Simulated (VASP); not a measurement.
Given:

```
CELL_PARAMETERS angstrom
      1.96390    -3.40157     0.00000
      1.96390     3.40157     0.00000
      0.00000     0.00000     7.55581
ATOMIC_POSITIONS crystal
  Sn 0.00000 0.00000 0.00000
  Se 0.33333 0.66667 0.21471
  Se 0.66667 0.33333 0.78529
```

The numbers are results of TPSS meta-GGA, VASP's PBE PAW potentials (set 64) (plane waves; VASP), not measurements. Numerical set-up: 520 eV cut-off, 7×7×3 Γ-centred mesh, Gaussian smearing of 0.050 eV, potentials Sn_d Se.

Without a dispersion term in the relaxation, distances and binding between the weakly bound layers, chains or molecules are unreliable, and so is what depends on them.

Question: The ions and cell shape at fixed volume are relaxed. Predict the relaxed structure.

Answer: 
```
CELL_PARAMETERS angstrom
      1.92554    -3.33513     0.00000
      1.92554     3.33513     0.00000
      0.00000     0.00000     7.85984
ATOMIC_POSITIONS crystal
  Sn 0.00000 0.00000 0.00000
  Se 0.33333 0.66667 0.20277
  Se 0.66667 0.33333 0.79723
```
Space group P-3m1 (164), at a tolerance of 0.03 Å.

Question: How much energy does the relaxation gain?

Answer: The energy (σ→0) changes by -16.0 meV/atom, in 7 ionic steps.

The compound is SnSe2 in the 1T layered structure. This cell is one point of a volume scan, at 1.06 of the reference volume. Symmetry was kept, so distortions that lower it aren't found.
